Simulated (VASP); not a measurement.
# MgS (Fm-3m): formation energy of the defect Sb_Mg, part 2 of 2

Aim: the formation energy and local structure of the defect Sb_Mg in MgS (Fm-3m). The start is a computed cell from the Materials Project.

VASP 6.6.1, plane waves and PAW; the level of theory is named at each step.

So far. Step 7 (Relaxing the atoms): The run ended after 2 ionic steps, 0.036 eV below its first step, once the forces on the free atoms met EDIFFG = -0.03. Step 7 (Relaxing the atoms): Energy at zero smearing: -34.81027 eV.

## (8) The defect cell, spin collinear, charge 0

This step: PBEsol, spin-polarised, with small moments to start from; plane waves and PAW (Mg, S, Sb) (VASP 6.6.1).

System of this step: Mg26SbS27 (Sb_Mg). The cell holds 54 atoms: 26 Mg, 27 S and 1 Sb. Its edges and angles: a = 10.987 Å, b = 10.987 Å, c = 10.987 Å, α = 60.0°, β = 60.0°, γ = 60.0°. It derives from MgS (MgS (Fm-3m)). Nearest the centre at fractional (0.667, 0.667, 0.333): Sb54 at 0.03 Å, S43 at 2.55 Å, S42 at 2.58 Å, S48 at 2.62 Å, S51 at 2.62 Å, S40 at 2.62 Å, S49 at 2.63 Å, Mg25 at 3.66 Å.

Atoms within 3.3 Å of the defect's centre start slightly displaced, with symmetry off, so that a distortion can develop. The atoms relax at the host's fixed cell.

INCAR reads:

```
SYSTEM = Mg26SbS27
PREC = Normal
ENCUT = 300
EDIFF = 1E-05
NELM = 120
ISMEAR = 0
SIGMA = 0.05
LREAL = Auto
ALGO = Fast
GGA = PS
ISPIN = 2
MAGMOM = 0 0 0 0 0 0 0 0 0 0 0 0 0 0 0 0 0 0 0 0 0 0 0 0 0 0 0 0 0 0 0 0 0 0 0 0 0 0 0 0 0 0.6 0.6 0 0 0 0 0.6 0 0 0 0 0 0.6
LORBIT = 11
LWAVE = True
LCHARG = .TRUE.
KPAR = 4
IBRION = 2
NSW = 50
ISIF = 2
EDIFFG = -0.03
POTIM = 0.4
MAXMIX = 40
ISYM = 0
```

POSCAR reads:

```
Mg26SbS27
1.0
    0.0000000000      7.7692924431      7.7692924431
    7.7692924431      0.0000000000      7.7692924431
    7.7692924431      7.7692924431      0.0000000000
Mg S Sb
26 27 1
Direct
    0.0000000000      0.0000000000      0.0000000000
    0.0000000000      0.0000000000      0.3333333300
    0.0000000000      0.0000000000      0.6666666700
    0.0000000000      0.3333333300      0.0000000000
    0.0000000000      0.3333333300      0.3333333300
    0.0000000000      0.3333333300      0.6666666700
    0.0000000000      0.6666666700      0.0000000000
    0.0000000000      0.6666666700      0.3333333300
    0.0000000000      0.6666666700      0.6666666700
    0.3333333300      0.0000000000      0.0000000000
    0.3333333300      0.0000000000      0.3333333300
    0.3333333300      0.0000000000      0.6666666700
    0.3333333300      0.3333333300      0.0000000000
    0.3333333300      0.3333333300      0.3333333300
    0.3333333300      0.3333333300      0.6666666700
    0.3333333300      0.6666666700      0.0000000000
    0.3333333300      0.6666666700      0.3333333300
    0.3333333300      0.6666666700      0.6666666700
    0.6666666700      0.0000000000      0.0000000000
    0.6666666700      0.0000000000      0.3333333300
    0.6666666700      0.0000000000      0.6666666700
    0.6666666700      0.3333333300      0.0000000000
    0.6666666700      0.3333333300      0.3333333300
    0.6666666700      0.3333333300      0.6666666700
    0.6666666700      0.6666666700      0.0000000000
    0.6666666700      0.6666666700      0.6666666700
    0.1666666700      0.1666666700      0.1666666700
    0.1666666700      0.1666666700      0.5000000000
    0.1666666700      0.1666666700      0.8333333300
    0.1666666700      0.5000000000      0.1666666700
    0.1666666700      0.5000000000      0.5000000000
    0.1666666700      0.5000000000      0.8333333300
    0.1666666700      0.8333333300      0.1666666700
    0.1666666700      0.8333333300      0.5000000000
    0.1666666700      0.8333333300      0.8333333300
    0.5000000000      0.1666666700      0.1666666700
    0.5000000000      0.1666666700      0.5000000000
    0.5000000000      0.1666666700      0.8333333300
    0.5000000000      0.5000000000      0.1666666700
    0.4983868900      0.4973998100      0.5001552000
    0.5000000000      0.5000000000      0.8333333300
    0.5038936400      0.8334225000      0.1637375400
    0.5055872200      0.8315677500      0.4963538200
    0.5000000000      0.8333333300      0.8333333300
    0.8333333300      0.1666666700      0.1666666700
    0.8333333300      0.1666666700      0.5000000000
    0.8333333300      0.1666666700      0.8333333300
    0.8338260800      0.5005437100      0.1621465200
    0.8362498000      0.5015247300      0.5024981800
    0.8333333300      0.5000000000      0.8333333300
    0.8340773100      0.8367602500      0.1628191900
    0.8333333300      0.8333333300      0.5000000000
    0.8333333300      0.8333333300      0.8333333300
    0.6657450300      0.6643076700      0.3345773000
```

KPOINTS reads:

```
Automatic mesh
0
Gamma
2 2 2
0 0 0
```

The projector-augmented-wave data sets are Mg, S and Sb (PBE family, release 64).

Run with:

```
$ mpirun -np 4 vasp_std
```

The job ended after 10 min (4 MPI ranks of Intel Xeon 6975P-C (Granite Rapids), shared host; peak memory 3.6 GiB).

Step by step:

```csv
step,energy less that of the first step (eV),largest force (eV/Å)
1,0.0000,0.9531
2,-0.1624,0.6041
3,-0.2780,0.2980
4,-0.2800,0.2562
5,-0.2956,0.0878
6,-0.2985,0.0647
7,-0.2999,0.0438
8,-0.3002,0.0301
9,-0.3002,0.0380
10,-0.3002,0.0322
11,-0.3006,0.0239
```

The atoms that moved most (Å):

```csv
atom,dx,dy,dz,length
S43,0.118,-0.013,-0.027,0.121
S42,0.018,-0.109,-0.028,0.114
S51,0.001,0.022,0.079,0.082
S40,0.015,0.011,-0.079,0.081
S49,-0.031,0.065,-0.031,0.078
S48,-0.060,0.029,-0.007,0.067
Mg15,-0.001,0.000,-0.048,0.048
Mg6,-0.001,0.048,0.002,0.048
```

Numbers from this step:

```
electronic cycles                                 : 79
electrons                                         : 219
free energy (TOTEN)                               : -242.9512 eV
energy at zero smearing                           : -242.9403 eV
Fermi energy                                      : 6.979 eV
moment of the cell, from the last line of the log : 0.0081 μB
```

Spin moment in the PAW sphere by element, in μB:

```csv
element,atoms,mean,spread (r.m.s.),least,largest
Mg,26,0.0000,0.0000,0.0000,0.0000
S,27,0.0000,0.0000,0.0000,0.0000
Sb,1,0.0020,0.0000,0.0020,0.0020
```

The atoms nearest the centre:

```csv
atom,distance (Å),spin moment in the PAW sphere (μB)
Sb54,0.01,0.0020
S43,2.67,0.0000
S48,2.68,0.0000
S42,2.69,0.0000
S49,2.70,0.0000
S51,2.70,0.0000
S40,2.70,0.0000
Mg18,3.69,0.0000
Mg11,3.69,0.0000
Mg24,3.69,0.0000
Mg17,3.69,0.0000
Mg20,3.69,0.0000
Mg8,3.70,0.0000
Mg5,3.70,0.0000
```

Valence density in the ac plane at fractional y = 0.667, through the centre, with atoms of Mg and Sb within 0.45 Å of it. It is the smooth field of the valence electrons, not physical close to the nuclei.

Ten even steps from '_' (-0.14 e/Å³) to '@' (0.35 e/Å³), each cell a mean:
```
------============--------============--------==============--
----======++++++======----======++++======----======++++++====
==========++++++++==============++++++==============++++++++==
====++======++++++================++++========++======++++++==
====++++++==============++++++==============++++++++==========
====++++++++==============++++++==============++++++==========
--======++======------======++++======------======++======----
----============----------============--------============----
------============--------============--------==============--
----======++++++======----======++========----======++++======
==========++++++++==============++++++==============++++++++==
============++++++==============++++++++==============++++++==
====++++++====================++++********++==++++============
====++++++++================++++**##@@@@@@##**++++============
--======++======--------======++**%%@@##**%%@@##++========----
----============----------======++##@@++__..%%@@**++======----
------============--------======++**%%%%==..**@@%%++========--
----======++++++======----========++**%%@@@@@@@@%%**++========
==========++++++++==============++++++++**##%%%%##++++++++====
====++======++++++========++==============++++**++++==========
====++++++==============++++++================++++============
====++++++++==============++++++================++++==========
--======++======------======++++======------==============----
----============----------============--------============----
```
Columns run along a (11.0 Å), rows up along c (11.0 Å). Atoms in or near the plane, at fractional coordinates: Mg at (0.00, 0.00), Mg at (0.00, 0.33), Mg at (0.00, 0.67), Mg at (0.33, 0.00), Mg at (0.33, 0.33), Mg at (0.33, 0.67), Mg at (0.67, 0.00), Mg at (0.67, 0.67), Sb at (0.67, 0.33).

The run ended after 11 ionic steps, 0.301 eV below its first step, once the forces on the free atoms met EDIFFG = -0.03.

The 6 first neighbours (S) lie 2.59 Å from the site in the perfect crystal and 2.69 Å on average from the atom on it after the relaxation (+3.8 %).

Levels at the Fermi energy are partly filled: the carrier is shared among close levels or spread over a band.

## (9) The defect cell, charge 1

This step: PBEsol; plane waves and PAW (Mg, S, Sb) (VASP 6.6.1).

This cell carries charge +1, set by NELECT and balanced by a uniform background.

INCAR reads:

```
SYSTEM = Mg26SbS27
PREC = Normal
ENCUT = 300
EDIFF = 1E-05
NELM = 120
ISMEAR = 0
SIGMA = 0.05
LREAL = Auto
ALGO = Fast
GGA = PS
NELECT = 218
LORBIT = 11
LWAVE = True
LCHARG = .FALSE.
KPAR = 4
IBRION = 2
NSW = 50
ISIF = 2
EDIFFG = -0.03
POTIM = 0.4
MAXMIX = 40
ISYM = 0
```

Edit POSCAR of step 8 so:

```diff
@@ -47,6 +47,6 @@
     0.5000000000      0.5000000000      0.1666666700
-    0.4983868900      0.4973998100      0.5001552000
+    0.4941700400      0.5012150100      0.4995326700
     0.5000000000      0.5000000000      0.8333333300
-    0.5038936400      0.8334225000      0.1637375400
-    0.5055872200      0.8315677500      0.4963538200
+    0.4981923800      0.8264496100      0.1725508900
+    0.4997651300      0.8368984100      0.4977200400
     0.5000000000      0.8333333300      0.8333333300
@@ -55,8 +55,8 @@
     0.8333333300      0.1666666700      0.8333333300
-    0.8338260800      0.5005437100      0.1621465200
-    0.8362498000      0.5015247300      0.5024981800
+    0.8346653300      0.5007222600      0.1639904700
+    0.8325117200      0.4971517800      0.4995866500
     0.8333333300      0.5000000000      0.8333333300
-    0.8340773100      0.8367602500      0.1628191900
+    0.8308195300      0.8313706800      0.1702709700
     0.8333333300      0.8333333300      0.5000000000
     0.8333333300      0.8333333300      0.8333333300
-    0.6657450300      0.6643076700      0.3345773000
+    0.6618788600      0.6673765700      0.3358412600
```

KPOINTS is that of step 8.

Run with:

```
$ mpirun -np 4 vasp_std
```

Elapsed: 6.1 min, on 4 MPI ranks; peak memory 2.3 GiB; 24 min of CPU time.

The steps of the relaxation:

```csv
step,energy less that of the first step (eV),largest force (eV/Å)
1,0.0000,1.0830
2,-0.1927,0.6217
3,-0.3122,0.2391
4,-0.3123,0.2488
5,-0.3293,0.0821
6,-0.3336,0.1350
7,-0.3339,0.0956
8,-0.3370,0.0436
9,-0.3374,0.0270
```

The atoms that moved most (Å):

```csv
atom,dx,dy,dz,length
S42,0.007,-0.099,0.057,0.115
S51,-0.011,-0.009,0.090,0.091
S49,0.023,0.074,0.020,0.080
S43,0.059,0.017,-0.026,0.067
S40,-0.004,0.043,-0.043,0.061
Mg17,0.000,-0.041,-0.044,0.060
Mg15,0.001,0.000,-0.055,0.055
S48,-0.051,0.009,-0.018,0.054
```

Numbers from this step:

```
electronic cycles   : 86
electrons           : 218
free energy (TOTEN) : -249.8870 eV
Fermi energy        : 4.576 eV
```

The run ended after 9 ionic steps, 0.337 eV below its first step, once the forces on the free atoms met EDIFFG = -0.03.

The 6 first neighbours (S) lie 2.59 Å from the site in the perfect crystal and 2.66 Å on average from the atom on it after the relaxation (+2.6 %).

## (10) Putting the energies together

This step: point defect, PBEsol; plane waves and PAW (VASP 6.6.1).

Derived from the runs above.

This step gave:

- formation energy of the neutral defect: 4.778 eV
- gap of the perfect supercell, on its mesh: 2.735 eV
- dielectric constant in the correction: 14.72
- host formation enthalpy: -1.499 eV/atom

Formation energy by charge state (Mg from its element, Sb from its element; gap 2.73 eV):

```csv
charge,at valence top (eV),at conduction bottom (eV),correction included (eV)
0,4.78,4.78,0.00
+1,1.73,4.47,0.10
```

| Fermi level (eV) | lowest formation energy (eV) |
| --- | --- |
| 0.00 | 1.73 |
| 0.25 | 1.98 |
| 0.50 | 2.23 |
| 0.75 | 2.48 |
| 0.99 | 2.73 |
| 1.24 | 2.98 |
| 1.49 | 3.23 |
| 1.74 | 3.47 |
| 1.99 | 3.72 |
| 2.24 | 3.97 |
| 2.49 | 4.22 |
| 2.73 | 4.47 |

E_f is E(defect cell) less E(perfect cell), corrected for the atoms exchanged with their references. For charge q, q times the Fermi level (the perfect cell's valence-band top plus E_F) and an image-charge term are added.

References, in eV an atom: Mg -1.721 (crystal P6_3/mmc), Sb -4.560 (crystal R-3m) and S -4.351 (S8 molecule). They were run at the supercell's cutoff and functional, without U, and count both elements from their own phases.

By charge state:

```csv
charge,"formation energy, Fermi level at the valence-band top (eV)",of which image charge (eV),shift of the far core potentials (eV),moment (μB),largest move from the displaced start (Å)
0,4.778,0.000,0.214,0.01,0.12
+1,1.733,0.100,0.252,no spin,0.11
```

The image-charge term is the point-charge Madelung energy over a dielectric constant of 14.72 (electrons and ions), scaled by 1 − (1 − 1/ε)/3. The potential shift aligns the single-particle levels and is not added to the energies; levels within 0.4 eV of an edge, or in cells whose shift exceeds 0.2 eV, are left out, since at this cell size they may be band states; some may be the defect's own. The shift reaches 0.25 eV here; since it is left out, levels between charges can be wrong by as much, and with them the order of the charges.

Levels between neighbouring charges run, above the valence-band top: (+1/0) at 3.04 eV. The gap of the perfect cell on its mesh is 2.73 eV; a level outside it means that one of its two charges is never the lower one for a Fermi level in the gap.

## (11) Outcome

```
formation energy at charge 0              : 4.778 eV
formation energy at charge +1             : 1.733 eV
gap of the perfect supercell, on its mesh : 2.73 eV
host formation enthalpy                   : -1.50 eV/atom
```

**Reading.** The defect Sb_Mg costs 4.78 eV at charge 0 and 1.73 eV at charge +1 with the Fermi level at the valence-band top, with every exchanged atom at the energy of its element. At charge 0: The 6 first neighbours (S) lie 2.59 Å from the site in the perfect crystal and 2.69 Å on average from the atom on it after the relaxation (+3.8 %). At charge +1: The 6 first neighbours (S) lie 2.59 Å from the site in the perfect crystal and 2.66 Å on average from the atom on it after the relaxation (+2.6 %). Of the charge states run, +1 is the lowest across the whole gap. Semilocal functionals make the gap too small, so transition levels near the band edges are uncertain. At charge 0 the unpaired carrier holds well under 1 μB and is spread over several levels, so that state is not a localised one at this level and the charge correction does not strictly apply between it and its neighbours. At charge 0 the Fermi energy lies 0.4 eV above the perfect cell's conduction-band bottom, before alignment: the electron seems to fill the band on a coarse mesh, which would make that state too costly. S counts from free molecules, which lie above the solid by its heat of sublimation. The supercell of 54 atoms is small, so interactions between images remain.

[Lines on the potential files, build, host, timing and source positions are cut from VASP's logs without a mark.]

[Logs are printed without paths, hosts, clocks, repeated set-up lines and the standing remarks that a program may print on its own settings, such as how far it seeks lower states.]

[Hosts, paths, dates, database ids (printed as entryN), source tags and the programs' standing remarks are cut or masked in the printed files.]

[In band tables of VASP the shares of atoms and orbitals are scaled to a sum of 1 inside the atoms' spheres.]

[Runs that stopped without an error message from VASP are left out.]
